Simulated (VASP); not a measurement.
# Ge (Fd-3m) in VASP: a series of runs, part 2 of 2

VASP 6.6.1.

### Step 4. Band structure, PBE0

Contents of POSCAR:

```
Ge                                      
1.0
    0.0000000000      2.8370028160      2.8370028160
    2.8370028160      0.0000000000      2.8370028160
    2.8370028160      2.8370028160      0.0000000000
  Ge            
     2
Direct
     0.0000000000000000    0.0000000000000000    0.0000000000000000
     0.2500000000000000    0.2500000000000000    0.2500000000000000
```

Contents of INCAR.step1:

```
SYSTEM = Ge
PREC = Accurate
ENCUT = 520
EDIFF = 1E-5
ISMEAR = 0
SIGMA = 0.03
LREAL = .False.
LASPH = .True.
NELM = 80
ALGO = Normal
ISIF = 2
LWAVE = .True.
LCHARG = .False.
KPAR = 8
GGA = PE
```

Contents of INCAR.step2:

```
SYSTEM = Ge
PREC = Accurate
ENCUT = 520
EDIFF = 1E-7
ISMEAR = 0
SIGMA = 0.03
LREAL = .False.
LASPH = .True.
NELM = 80
ALGO = Normal
ISIF = 2
LWAVE = .False.
LCHARG = .False.
GGA = PE
LHFCALC = .True.
AEXX = 0.25
PRECFOCK = Fast
HFRCUT = -1
KPAR = 8
ISTART = 1
```

Contents of KPOINTS:

```
Automatic mesh
0
Gamma
  8 8 8
  0 0 0
```

Contents of KPOINTS_OPT:

```
explicit points
6
Reciprocal
 0.0000000000  0.0000000000  0.0000000000 1
 0.3750000000  0.3750000000  0.7500000000 1
 0.5000000000  0.5000000000  0.5000000000 1
 0.6250000000  0.2500000000  0.6250000000 1
 0.5000000000  0.2500000000  0.7500000000 1
 0.5000000000  0.0000000000  0.5000000000 1
```

Potentials or basis: VASP PAW PBE potentials, release 64 (Ge_d).

The run is started by

```bash
$ cat potpaw_PBE.64/Ge_d/POTCAR > POTCAR
$ cp INCAR.step1 INCAR
$ mpirun -np 8 vasp_std > vasp.out
$ cp INCAR.step2 INCAR
$ mpirun -np 8 vasp_std > vasp.out
```

OUTCAR:

```text
SYSTEM = Ge
   PREC = Accurate
   ENCUT = 520
   EDIFF = 1E-7
   ISMEAR = 0
   LREAL = .False.
   LASPH = .True.
   NELM = 80
   ISIF = 2
   GGA = PE
   LHFCALC = .True.
   AEXX = 0.25
   PRECFOCK = Fast
   ISTART = 1

 ion  position               nearest neighbor table
   1  0.000  0.000  0.000-   2 2.46   2 2.46   2 2.46   2 2.46
   2  0.250  0.250  0.250-   1 2.46   1 2.46   1 2.46   1 2.46

  LATTYP: Found a face centered cubic cell.
 ALAT       =     5.6740056320

  Lattice vectors:

 A1 = (   0.0000000000,   2.8370028160,   2.8370028160)
 A2 = (   2.8370028160,   0.0000000000,   2.8370028160)
 A3 = (   2.8370028160,   2.8370028160,   0.0000000000)

Analysis of symmetry for initial positions (statically):
=====================================================================
 Subroutine PRICEL returns:
 Original cell was already a primitive cell.

 Routine SETGRP: Setting up the symmetry group for a
 face centered cubic supercell.

 Subroutine GETGRP returns: Found 48 space group operations
 (whereof 24 operations were pure point group operations)
 out of a pool of 48 trial point group operations.

The static configuration has the point symmetry T_d .
[... 172 lines left out ...]

 E-fermi :   4.5288     XC(G=0):  -7.8160

 val. band max:        4.3088128958   @ k =   0.0000   0.0000   0.0000
 cond. band min:       5.6157025982   @ k =   0.0000   0.0000   0.0000
 fundamental gap:      1.3068897024
 Fermi energy:         4.5287862000

 k-point     1 :       0.0000    0.0000    0.0000
  band No.  band energies     occupation
      1     -23.7554      2.00000
      2     -23.7554      2.00000
      3     -23.7554      2.00000
      4     -23.7191      2.00000
      5     -23.7191      2.00000
      6     -23.5151      2.00000
[... 481 lines left out ...]
      5     -23.6446      2.00000
      6     -23.5918      2.00000
[... 10 lines left out ...]
     17      11.6783      0.00000
     18      12.9057      0.00000

 [... further k-points ...]

------------------------ aborting loop because EDIFF is reached ----------------------------------------

  FORCE on cell =-STRESS in cart. coord.  units (eV):
  Direction    XX          YY          ZZ          XY          YZ          ZX
  --------------------------------------------------------------------------------------
  -------------------------------------------------------------------------------------
  Total        0.0243443      0.0243443      0.0243443      0.0000000     -0.0000000     -0.0000000
  in kB        0.8540804      0.8540804      0.8540804      0.0000000     -0.0000000     -0.0000000
  external PRESSURE =       0.8540804 kB  Pullay stress =       0.0000000 kB

 VOLUME and BASIS-vectors are now :
 -----------------------------------------------------------------------------
  energy-cutoff  :      520.00
  volume of cell :       45.67
      direct lattice vectors                 reciprocal lattice vectors
     0.000000000  2.837002816  2.837002816    -0.176242335  0.176242335  0.176242335
     2.837002816  0.000000000  2.837002816     0.176242335 -0.176242335  0.176242335
     2.837002816  2.837002816  0.000000000     0.176242335  0.176242335 -0.176242335

 POSITION                                       TOTAL-FORCE (eV/Angst)
 -----------------------------------------------------------------------------------
      0.00000      0.00000      0.00000         0.000000      0.000000      0.000000
      1.41850      1.41850      1.41850        -0.000000     -0.000000     -0.000000
 -----------------------------------------------------------------------------------
    total drift:                               -0.000000      0.000000     -0.000000

  FREE ENERGIE OF THE ION-ELECTRON SYSTEM (eV)
  ---------------------------------------------------
  free  energy   TOTEN  =       -11.6592028337 eV

  energy  without entropy=      -11.6592028337  energy(sigma->0) =      -11.65920283
```

OSZICAR.step1:

```text
N       E                     dE             d eps       ncg     rms          rms(c)
DAV:   1     0.164274326344E+03    0.16427E+03   -0.15331E+04  1074   0.424E+03
DAV:   2     0.118027172689E+02   -0.15247E+03   -0.15011E+03  1044   0.550E+02
DAV:   3    -0.843515586300E+01   -0.20238E+02   -0.20026E+02  1142   0.147E+02
DAV:   4    -0.908174832609E+01   -0.64659E+00   -0.64541E+00  1200   0.301E+01
DAV:   5    -0.909240701893E+01   -0.10659E-01   -0.10657E-01  1164   0.404E+00    0.316E+00
DAV:   6    -0.903502762460E+01    0.57379E-01   -0.24092E-02  1118   0.167E+00    0.189E+00
DAV:   7    -0.900501599976E+01    0.30012E-01   -0.55588E-02  1122   0.228E+00    0.148E-01
DAV:   8    -0.900676029010E+01   -0.17443E-02   -0.62657E-03  1130   0.111E+00    0.426E-02
DAV:   9    -0.900687331824E+01   -0.11303E-03   -0.24271E-04  1236   0.252E-01    0.158E-02
DAV:  10    -0.900689151934E+01   -0.18201E-04   -0.52717E-05   964   0.100E-01    0.574E-03
DAV:  11    -0.900689314558E+01   -0.16262E-05   -0.86538E-06   610   0.591E-02
   1 F= -.90068931E+01 E0= -.90068473E+01  d E =-.916881E-04
```

Run time: 38 min. Hardware: 8 MPI ranks of AMD EPYC 9R45 (Zen 5), shared host; peak memory 0.26 GiB.

Results:

| Item | Value |
| --- | --- |
| Free energy | -11.6592 eV |
| Pressure | 0.1 GPa |
| Band gap on the k mesh | 1.31 eV, direct |
| Band gap along the path | 1.31 eV, direct |

Levels at points of the mesh, in eV from the valence-band top:
```tsv
k point	band 10	band 11	band 12	band 13	band 14	band 15	band 16	band 17	band 18
(0.00, 0.00, 0.00)	-27.81	-14.13	0.00	0.00	0.00	1.31	3.83	3.83	3.83
(0.50, 0.00, 0.00)	-27.78	-11.82	-8.41	-1.55	-1.55	1.34	5.09	5.09	8.55
(0.50, 0.50, 0.00)	-27.77	-9.83	-9.83	-3.40	-3.40	1.88	1.88	11.42	11.42
```

Caveat: the PAW data sets were made with another functional, which shifts forces and pressure a little.

### Step 5. The runs side by side

| level | further INCAR settings | screening parameter | exchange at q = 0 | gap on the mesh (eV) | pressure (GPa) |
| --- | --- | --- | --- | --- | --- |
| PBE | ALGO = Fast; EDIFF = 1e-07 | - | - | - | 2.9 |
| HSE06 | ALGO = Normal; EDIFF = 1e-07 | 0.2 1/A | - | 0.78 | 0.3 |
| PBE0 | ALGO = Normal; EDIFF = 1e-07 | - | truncated | 1.31 | 0.1 |

Alike in all rows: task band structure; potentials or basis VASP PAW PBE potentials, release 64 (Ge_d); no spin polarisation; cell as given; k mesh 8 × 8 × 8; cutoff (eV) 520; smearing gaussian 0.03 eV.

The pressure there spans 0.1 GPa (PBE0) to 2.9 GPa (PBE); a positive pressure means that this level wants a larger cell, a negative one a smaller.

Caveats: the PAW data sets were made with another functional, which shifts forces and pressure a little (some runs); this crystal is a semiconductor, whose small gap the functional closes, so the metal is an error of the method (some runs).

Absolute energies hang on the potentials; compare differences alone.

### Step 6. How close it comes

Step 2. Measured gap of Ge: 0.807 eV (direct; 300 K; “Electronic and optical properties of SixGe1-x-ySny alloys lattice-matched to Ge”, 2021, arxiv:2109.02782). This calculation gives 0.00 eV (-0.81 eV). 3 values of this kind are on record (0.666 to 0.807 eV); this one was drawn at random among those near their median. Spin-orbit coupling on Ge is left out. The value is that of PBE, without temperature or zero-point motion. Semilocal functionals fall short of measured gaps as a rule.

Step 3. Measured gap of Ge: 0.744 eV (indirect; 0 K; “Temperature-dependent photoluminescence in Ge: experiment and theory”, 2020, arxiv:2003.00143). This calculation gives 0.78 eV (+0.04 eV). 3 values of this kind are on record (0.666 to 0.807 eV); this one was drawn at random among those near their median. Spin-orbit coupling on Ge is left out. The value is that of HSE06, without temperature or zero-point motion.

Step 4. Measured gap of Ge: 0.744 eV (indirect; 0 K; “Temperature-dependent photoluminescence in Ge: experiment and theory”, 2020, arxiv:2003.00143). This calculation gives 1.31 eV (+0.56 eV). 3 values of this kind are on record (0.666 to 0.807 eV); this one was drawn at random among those near their median. Spin-orbit coupling on Ge is left out. The value is that of PBE0, without temperature or zero-point motion.
